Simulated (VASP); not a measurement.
# CoAl (relaxed from the wurtzite structure, space group P6_3/mmc): computed properties

Method: r2SCAN meta-GGA, VASP's PBE PAW potentials (set 64) (plane waves; VASP).

- space group: P6_3/mmc (194)
- cell: a = b = 4.075 Å, c = 4.650 Å, α = β = 90.00°, γ = 120.00°
- volume per atom: 16.72 Å³/atom
- band gap (over mesh and band path): none (metal, semimetal or under 0.01 eV)
- cell moment: 1.90 μB
- density: 4.27 g/cm³

```yaml
crystal:
  lattice:
    - [4.07481, 0.00000, 0.00000]
    - [-2.03741, 3.52889, 0.00000]
    - [0.00000, 0.00000, 4.64998]
  atoms:
    - { symbol: Co, position: [0.33333, 0.66667, 0.93752], spin: 1.2 }
    - { symbol: Co, position: [0.66667, 0.33333, 0.43752], spin: 1.2 }
    - { symbol: Al, position: [0.33333, 0.66667, 0.43748], spin: -0.1 }
    - { symbol: Al, position: [0.66667, 0.33333, 0.93748], spin: -0.1 }
```

The structure was generated: CoAl was put into the wurtzite type (P6_3mc), which need not be its known phase. It was relaxed first, which changed the volume by -28 %. The relaxed cell has space group P6_3/mmc. Symmetry was kept, so distortions that lower it aren't found.
